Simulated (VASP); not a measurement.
# EuCd2P2: structure and properties in VASP, part 3 of 5

What structure does EuCd2P2 take at this level, and what are its properties? The start is a computed cell from the Materials Project.

VASP 6.6.1, plane waves and PAW; the level of theory is named at each step.

Still holding for the runs below: The cell holds one magnetic atom, so no antiferromagnetic order fits into it. Experiment finds antiferromagnetic order in this phase (below 11 K, arxiv:2203.12739), so this ferromagnetic run describes another state.

So far, gap on the k-mesh (eV): step 2 (relaxing cell and atoms (r2SCAN + U)) 0.754. The relaxed cell has a = 4.341, c = 7.193 Å (conventional setting).

### Step 3. Density, ELF and potential (r2SCAN + U)

Level of this step: r2SCAN, DFT+U (Eu f 5 eV), spin-polarised from a ferromagnetic start (one magnetic atom a cell); plane waves and PAW (Eu, Cd, P) (VASP).

A single point on the relaxed cell gives a clean self-consistent state, with density, ELF and potential written out.

File INCAR:

```
SYSTEM = EuCd2P2
PREC = Accurate
ENCUT = 450
EDIFF = 1E-06
NELM = 150
ISMEAR = 0
SIGMA = 0.05
LREAL = .FALSE.
ALGO = Normal
METAGGA = R2SCAN
LASPH = .TRUE.
NBANDS = 34
ISPIN = 2
MAGMOM = 7 0 0 0 0
LDAU = .TRUE.
LDAUTYPE = 2
LDAUL = 3 -1 -1
LDAUU = 5 0 0
LDAUJ = 0 0 0
LDAUPRINT = 1
LMAXMIX = 6
AMIX = 0.2
BMIX = 1E-04
AMIX_MAG = 0.8
BMIX_MAG = 1E-04
LORBIT = 11
LWAVE = .FALSE.
LCHARG = .TRUE.
ISIF = 2
LELF = .TRUE.
LVHAR = .TRUE.
```

File POSCAR:

```
EuCd2P2
1.0
    4.3407983975      0.0000000000      0.0000000000
   -2.1703991988      3.7592416850      0.0000000000
    0.0000000000      0.0000000000      7.1929162865
Eu Cd P
1 2 2
Direct
    0.0000000000      0.0000000000      0.0000000000
    0.6666666700      0.3333333300      0.3628390541
    0.3333333300      0.6666666700      0.6371609459
    0.6666666700      0.3333333300      0.7500493522
    0.3333333300      0.6666666700      0.2499506478
```

File KPOINTS:

```
Automatic mesh
0
Gamma
7 7 4
0 0 0
```

PAW data sets: Eu, Cd and P (PBE family, release 64).

Started as:

```
$ mpirun -np 4 vasp_std
```

Output:

```text
[banner, memory and clock lines left out]
running    4 mpi-ranks, on    1 nodes
 distrk:  each k-point on    4 cores,    1 groups
 distr:  one band on    1 cores,    4 groups

 POSCAR found type information on POSCAR EuCdP
 POSCAR found :  3 types and       5 ions
 [... a notice as in an earlier step ...]

 LDA part: xc-table for (None), standard interpolation
|                                                                             |
|           W    W    AA    RRRRR   N    N  II  N    N   GGGG   !!!           |
|           W    W   A  A   R    R  NN   N  II  NN   N  G    G  !!!           |
|           W    W  A    A  R    R  N N  N  II  N N  N  G       !!!           |
|           W WW W  AAAAAA  RRRRR   N  N N  II  N  N N  G  GGG   !            |
|           WW  WW  A    A  R   R   N   NN  II  N   NN  G    G                |
|           W    W  A    A  R    R  N    N  II  N    N   GGGG   !!!           |
|                                                                             |
|     The number of bands has been changed from the values supplied in        |
|     The orbitals not found in the WAVECAR file will be initialized with     |
|     random numbers, which is usually adequate. For correlated               |
|     calculations, however, you should redo the groundstate calculation.     |
|     I found NBANDS = 34. Now, NBANDS = 36.                                  |
|                                                                             |

 POSCAR, INCAR and KPOINTS ok, starting setup
 FFT: planning ... GRIDC
 FFT: planning ... GRID_SOFT
 FFT: planning ... GRID
 WAVECAR not read
 entering main loop
       N       E                     dE             d eps       ncg     rms          rms(c)
DAV:   1     0.272589520910E+03    0.27259E+03   -0.20963E+04  5940   0.451E+03
DAV:   2    -0.612606278784E+02   -0.33385E+03   -0.30040E+03  5804   0.544E+02
DAV:   3    -0.104642716374E+03   -0.43382E+02   -0.42476E+02  6032   0.147E+02
DAV:   4    -0.108794444284E+03   -0.41517E+01   -0.41251E+01  7824   0.342E+01
DAV:   5    -0.109170371640E+03   -0.37593E+00   -0.37513E+00  7792   0.101E+01    0.778E+01
DAV:   6    -0.100959417018E+03    0.82110E+01   -0.14220E+01  6104   0.564E+01    0.433E+01
DAV:   7    -0.101104712159E+03   -0.14530E+00   -0.25577E+00  6940   0.216E+01    0.262E+01
DAV:   8    -0.101039536168E+03    0.65176E-01   -0.60329E-01  7504   0.139E+01    0.145E+01
DAV:   9    -0.100992838482E+03    0.46698E-01   -0.49782E-01  6336   0.128E+01    0.905E+00
DAV:  10    -0.101031001277E+03   -0.38163E-01   -0.20154E-01  7340   0.430E+00    0.510E+00
DAV:  11    -0.101014999924E+03    0.16001E-01   -0.64666E-02  6704   0.423E+00    0.149E+00
DAV:  12    -0.101013003340E+03    0.19966E-02   -0.12436E-02  7256   0.131E+00    0.122E+00
DAV:  13    -0.101012979978E+03    0.23362E-04   -0.24457E-03  6816   0.335E-01    0.800E-01
DAV:  14    -0.101012870745E+03    0.10923E-03   -0.53267E-04  6912   0.180E-01    0.396E-01
DAV:  15    -0.101012867488E+03    0.32569E-05   -0.24646E-04  6416   0.146E-01    0.214E-01
DAV:  16    -0.101012873091E+03   -0.56032E-05   -0.40112E-05  6872   0.112E-01    0.609E-02
DAV:  17    -0.101012868541E+03    0.45500E-05   -0.20516E-05  6032   0.418E-02    0.399E-02
DAV:  18    -0.101012867736E+03    0.80546E-06   -0.62802E-06  5664   0.373E-02
   1 F= -.10101287E+03 E0= -.10101287E+03  d E =-.324894E-25  mag=     7.0000
```

It took 4.9 min on 4 MPI ranks of AMD EPYC 7R43, shared host; peak memory 0.73 GiB.

Parts of OUTCAR (step 3):

```text
  LATTYP: Found a hexagonal cell.
 ALAT       =     4.3407983975
 C/A-ratio  =     1.6570491481

The static configuration has the point symmetry D_3d.

 Found     28 irreducible k-points:

   k-points           NKPTS =     28   k-points in BZ     NKDIM =     28   number of bands    NBANDS=     36

   ENCUT  =  450.0 eV  33.07 Ry    5.75 a.u.   7.51  7.51 12.44*2*pi/ulx,y,z

   NELECT =      51.0000    total number of electrons

atom =   1  type =  1  l = 3

 onsite density matrix

spin component  1

  0.9734  0.0000  0.0000 -0.0010  0.0000  0.0000  0.0000
  0.0000  0.9748  0.0000  0.0000  0.0024 -0.0000  0.0000
  0.0000  0.0000  0.9750  0.0000 -0.0000  0.0024 -0.0000
 -0.0010  0.0000  0.0000  0.9776  0.0000  0.0000  0.0000
  0.0000  0.0024 -0.0000  0.0000  0.9750 -0.0000  0.0000
  0.0000 -0.0000  0.0024  0.0000 -0.0000  0.9748 -0.0000
  0.0000  0.0000 -0.0000  0.0000  0.0000 -0.0000  0.9776

spin component  2

  0.0012  0.0000  0.0000  0.0010  0.0000  0.0000 -0.0000
  0.0000  0.0020 -0.0000  0.0000 -0.0003 -0.0000 -0.0000
  0.0000 -0.0000  0.0009  0.0000 -0.0000 -0.0003 -0.0000
  0.0010  0.0000  0.0000  0.0010  0.0000  0.0000 -0.0000
  0.0000 -0.0003 -0.0000  0.0000  0.0009  0.0000  0.0000
  0.0000 -0.0000 -0.0003  0.0000  0.0000  0.0020  0.0000
 -0.0000 -0.0000 -0.0000 -0.0000  0.0000  0.0000  0.0006

 occupancies and eigenvectors

  o =  0.0001  v =  0.0000  0.0000  0.0000  0.0000  0.0000  0.0000  0.0000 -0.6678 -0.0000  0.0000  0.7444  0.0000 -0.0000  0.0000      0.0000  0.0000  0.0000  0.0000  0.0000  0.0000  0.0000  0.0000  0.0000  0.0000  0.0000  0.0000  0.0000  0.0000
  o =  0.0006  v =  0.0000  0.0000  0.0000  0.0000  0.0000  0.0000  0.0000 -0.0000  0.0000 -0.0000  0.0000  0.0000 -0.0000 -1.0000      0.0000  0.0000  0.0000  0.0000  0.0000  0.0000  0.0000  0.0000  0.0000  0.0000  0.0000  0.0000  0.0000  0.0000
  o =  0.0008  v =  0.0000  0.0000  0.0000  0.0000  0.0000  0.0000  0.0000  0.0000 -0.2218 -0.3425  0.0000 -0.9091 -0.0836 -0.0000      0.0000  0.0000  0.0000  0.0000  0.0000  0.0000  0.0000  0.0000  0.0000  0.0000  0.0000  0.0000  0.0000  0.0000
  o =  0.0008  v =  0.0000  0.0000  0.0000  0.0000  0.0000  0.0000  0.0000 -0.0000 -0.0836  0.9091 -0.0000 -0.3425  0.2218 -0.0000      0.0000  0.0000  0.0000  0.0000  0.0000  0.0000  0.0000  0.0000  0.0000  0.0000  0.0000  0.0000  0.0000  0.0000
  o =  0.0020  v =  0.0000  0.0000  0.0000  0.0000  0.0000  0.0000  0.0000 -0.7444  0.0000 -0.0000 -0.6678 -0.0000  0.0000  0.0000      0.0000  0.0000  0.0000  0.0000  0.0000  0.0000  0.0000  0.0000  0.0000  0.0000  0.0000  0.0000  0.0000  0.0000
  o =  0.0021  v =  0.0000  0.0000  0.0000  0.0000  0.0000  0.0000  0.0000 -0.0000 -0.9018  0.0882 -0.0000  0.2200 -0.3614  0.0000      0.0000  0.0000  0.0000  0.0000  0.0000  0.0000  0.0000  0.0000  0.0000  0.0000  0.0000  0.0000  0.0000  0.0000
  o =  0.0021  v =  0.0000  0.0000  0.0000  0.0000  0.0000  0.0000  0.0000  0.0000 -0.3614 -0.2200  0.0000  0.0882  0.9018  0.0000      0.0000  0.0000  0.0000  0.0000  0.0000  0.0000  0.0000  0.0000  0.0000  0.0000  0.0000  0.0000  0.0000  0.0000
  o =  0.9725  v =  0.0000  0.6749 -0.2412 -0.0000 -0.6510  0.2500  0.0000  0.0000  0.0000  0.0000  0.0000  0.0000  0.0000  0.0000      0.0000  0.0000  0.0000  0.0000  0.0000  0.0000  0.0000  0.0000  0.0000  0.0000  0.0000  0.0000  0.0000  0.0000
  o =  0.9725  v = -0.0000  0.2500  0.6510  0.0000 -0.2412 -0.6749  0.0000  0.0000  0.0000  0.0000  0.0000  0.0000  0.0000  0.0000      0.0000  0.0000  0.0000  0.0000  0.0000  0.0000  0.0000  0.0000  0.0000  0.0000  0.0000  0.0000  0.0000  0.0000
  o =  0.9732  v =  0.9739 -0.0000  0.0000  0.2271  0.0000 -0.0000 -0.0000  0.0000  0.0000  0.0000  0.0000  0.0000  0.0000  0.0000      0.0000  0.0000  0.0000  0.0000  0.0000  0.0000  0.0000  0.0000  0.0000  0.0000  0.0000  0.0000  0.0000  0.0000
  o =  0.9774  v = -0.0000 -0.6510 -0.2500  0.0000 -0.6749 -0.2412  0.0000  0.0000  0.0000  0.0000  0.0000  0.0000  0.0000  0.0000      0.0000  0.0000  0.0000  0.0000  0.0000  0.0000  0.0000  0.0000  0.0000  0.0000  0.0000  0.0000  0.0000  0.0000
  o =  0.9774  v =  0.0000 -0.2412  0.6749 -0.0000 -0.2500  0.6510  0.0000  0.0000  0.0000  0.0000  0.0000  0.0000  0.0000  0.0000      0.0000  0.0000  0.0000  0.0000  0.0000  0.0000  0.0000  0.0000  0.0000  0.0000  0.0000  0.0000  0.0000  0.0000
  o =  0.9776  v =  0.0000  0.0000 -0.0000 -0.0000  0.0000 -0.0000  1.0000  0.0000  0.0000  0.0000  0.0000  0.0000  0.0000  0.0000      0.0000  0.0000  0.0000  0.0000  0.0000  0.0000  0.0000  0.0000  0.0000  0.0000  0.0000  0.0000  0.0000  0.0000
  o =  0.9778  v = -0.2271  0.0000  0.0000  0.9739  0.0000  0.0000  0.0000  0.0000  0.0000  0.0000  0.0000  0.0000  0.0000  0.0000      0.0000  0.0000  0.0000  0.0000  0.0000  0.0000  0.0000  0.0000  0.0000  0.0000  0.0000  0.0000  0.0000  0.0000

 E-fermi :   3.9308

 spin component 1
 k-point     1 :       0.0000    0.0000    0.0000
  band No.  band energies     occupation
    ...
     25       2.6531      1.00000
     26       2.7051      1.00000
     27       3.5687      1.00000
     28       3.5687      1.00000
     29       3.5800      1.00000
     30       4.3343      0.00000
     31       4.5742      0.00000
     32       5.6101      0.00000
     33       6.0212      0.00000
     34       6.0212      0.00000
    ...

 k-point     2 :       0.1429    0.0000    0.0000
  band No.  band energies     occupation
    ...
     25       2.6580      1.00000
     26       2.7125      1.00000
     27       2.8690      1.00000
     28       3.2213      1.00000
     29       3.2781      1.00000
     30       4.9377      0.00000
     31       5.1836      0.00000
     32       6.0020      0.00000
     33       6.6615      0.00000
     34       6.7831      0.00000
    ...

 k-point     3 :       0.2857    0.0000    0.0000
  band No.  band energies     occupation
    ...
     25       2.6604      1.00000
     26       2.6965      1.00000
     27       2.7061      1.00000
     28       2.8590      1.00000
     29       2.8720      1.00000
     30       4.8353      0.00000
     31       5.6687      0.00000
     32       7.0948      0.00000
     33       7.2411      0.00000
     34       7.3487      0.00000
    ...

 k-point     4 :       0.4286    0.0000    0.0000
  band No.  band energies     occupation
    ...
     25       2.6554      1.00000
     26       2.6698      1.00000
     27       2.6702      1.00000
     28       2.7425      1.00000
     29       2.8043      1.00000
     30       4.4770      0.00000
     31       6.2107      0.00000
     32       6.5718      0.00000
     33       8.0305      0.00000
     34       8.0995      0.00000
    ...

  Total        0.0466570      0.0466570      0.0593752     -0.0000000      0.0000000     -0.0000000
  in kB        0.6368719      0.6368719      0.8104770     -0.0000000      0.0000000     -0.0000000
  external PRESSURE =       0.6947403 kB  Pullay stress =       0.0000000 kB

  energy-cutoff  :      450.00
  volume of cell :      117.37
      direct lattice vectors                 reciprocal lattice vectors
     4.340798398  0.000000000  0.000000000     0.230372367  0.133005548  0.000000000
    -2.170399199  3.759241685  0.000000000     0.000000000  0.266011096  0.000000000
     0.000000000  0.000000000  7.192916287     0.000000000  0.000000000  0.139025669

 POSITION                                       TOTAL-FORCE (eV/Angst)
 -----------------------------------------------------------------------------------
      0.00000      0.00000      0.00000         0.000000      0.000000      0.000000
      2.17040      1.25308      2.60987        -0.000000     -0.000000      0.006308
     -0.00000      2.50616      4.58305        -0.000000      0.000000     -0.006308
      2.17040      1.25308      5.39504        -0.000000     -0.000000      0.001741
     -0.00000      2.50616      1.79787         0.000000      0.000000     -0.001741
 -----------------------------------------------------------------------------------
    total drift:                               -0.000000      0.000000     -0.000000

  FREE ENERGIE OF THE ION-ELECTRON SYSTEM (eV)
  ---------------------------------------------------
  free  energy   TOTEN  =      -101.0128677356 eV

  energy  without entropy=     -101.0128677356  energy(sigma->0) =     -101.01286774

 total charge
# of ion       s       p       d       f       tot
--------------------------------------------------
    1        2.036   5.818   0.248   6.829  14.932
    2        0.449   0.346   9.535   0.000  10.331
    3        0.449   0.346   9.535   0.000  10.331
    4        1.018   1.502   0.000   0.000   2.520
    5        1.018   1.502   0.000   0.000   2.520
--------------------------------------------------
tot          4.971   9.515  19.319   6.829  40.635

 magnetization (x)
# of ion       s       p       d       f       tot
--------------------------------------------------
    1       -0.026  -0.194   0.049   6.813   6.642
    2       -0.003  -0.003  -0.000   0.000  -0.006
    3       -0.003  -0.003  -0.000   0.000  -0.006
    4       -0.006  -0.021   0.000   0.000  -0.027
    5       -0.006  -0.021   0.000   0.000  -0.027
--------------------------------------------------
tot         -0.042  -0.242   0.048   6.813   6.576

[... 2 parts as in an earlier step ...]

[... 11 further parts left out ...]
```

With spin, VASP writes an ELF for each channel.

Numbers from this step:

| Item | Value |
| --- | --- |
| SCF cycles | 18 |
| bands | 36 |
| free energy (TOTEN) | -101.0129 eV |
| Fermi energy | 3.931 eV |
| pressure | 0.06947 GPa |
| gap on the k-mesh | 0.7543 eV |
| least direct gap on the k-mesh | 0.7543 eV |

Valence electrons inside each PAW sphere by angular momentum. Sphere charges, by row:

| atom | s (e) | p (e) | d (e) | f (e) | tot (e) |
| --- | --- | --- | --- | --- | --- |
| Eu1 | 2.036 | 5.818 | 0.248 | 6.829 | 14.93 |
| Cd2 | 0.449 | 0.346 | 9.535 | 0 | 10.33 |
| Cd3 | 0.449 | 0.346 | 9.535 | 0 | 10.33 |
| P4 | 1.018 | 1.502 | 0 | 0 | 2.52 |
| P5 | 1.018 | 1.502 | 0 | 0 | 2.52 |

Spin density in the ac plane at fractional y = 0.333, with atoms of Cd and P within 0.2 Å of it.

Ten even steps from '_' (-1.62 × 1e-2 e/Å³) to '@' (2.84 × 1e-2 e/Å³), each cell a mean:
```
**##%%%%**++====------====++
++**##**++++==----::----==++
++++++++++====--..__..::--==
============--::______..--==
==========----::..::::..::--
------------::::::==--::::--
------------::::::----::::--
------------::::------::::--
----------------------------
----------------------------
----------------------------
----------------------------
----------------------------
----------------------------
----------------------------
----------------------------
----------------------------
--========------------------
====++======--------------==
==++++++++======--------====
++**##**++==================
**##%%%%**++==============++
**%%@@%%##++==============++
```
Columns run along a (4.3 Å), rows up along c (7.2 Å). Atoms in or near the plane, at fractional coordinates: Cd at (0.67, 0.36), P at (0.67, 0.75).

Electrostatic potential energy in the ac plane at fractional y = 0.333, with atoms of Cd and P within 0.2 Å of it. With pseudopotentials it is smooth inside the atoms' cores, unlike the true potential.

Ten even steps from '0' (-59 eV) to '9' (2 eV), each cell a mean:
```
98889999999999
99999999999999
99999999878999
99999997423699
99999984000289
99999983000179
99999984000389
99999997534799
99999999888999
99999999999999
99999999989999
99999998878899
99999987777789
99999987777789
99999987777779
99999987777789
99999998777789
99999998888899
99999999999999
99999999999999
99999999999999
99899999999999
98889999999999
```
Columns run along a (4.3 Å; values clipped at the 3rd and 97th percentile), rows up along c (7.2 Å). Atoms in or near the plane, at fractional coordinates: Cd at (0.67, 0.36), P at (0.67, 0.75).

Valence density in the ac plane at fractional y = 0.333, with atoms of Cd and P within 0.2 Å of it. It is the smooth field of the valence electrons, not physical close to the nuclei.

Ten steps, logarithmic in the rise over the least value, from '_' (-0.2 e/Å³) to '@' (8.8 e/Å³), each cell a mean:
```
----------::::----------::::
----------------------------
--::::::::----==========----
--::::::----====++++++====--
----::::----==++==--==++==--
------------==++==__--======
------------==++==--==++====
------------======++++====--
--------------==========----
----------------------------
::::::::::--------==--------
::::::::::----==++++++==----
::::::::::----++##%%##**==--
------------==##%%@@@@##++--
------------==##@@@@@@%%++--
------------==**%%@@%%##++--
--------------++**##**++==--
----------------========----
----------------------------
------------::::::::::::::::
----------::::::::::::::::::
----------::::::::::::::::::
----------::::::::::::::::::
```
Columns run along a (4.3 Å), rows up along c (7.2 Å). Atoms in or near the plane, at fractional coordinates: Cd at (0.67, 0.36), P at (0.67, 0.75).

In this run the pressure is 0.07 GPa, small enough to go on.

(Continued in part 4 of 5.)

[Lines on the potential files, build, host, timing and source positions are cut from VASP's logs without a mark.]

[Logs are printed without paths, hosts, clocks, repeated set-up lines and the standing remarks that a program may print on its own settings, such as how far it seeks lower states.]

[Hosts, paths, dates, database ids (printed as entryN), source tags and the programs' standing remarks are cut or masked in the printed files.]

[A measured line is paired with the nearest computed mode of its activity, which favours agreement.]
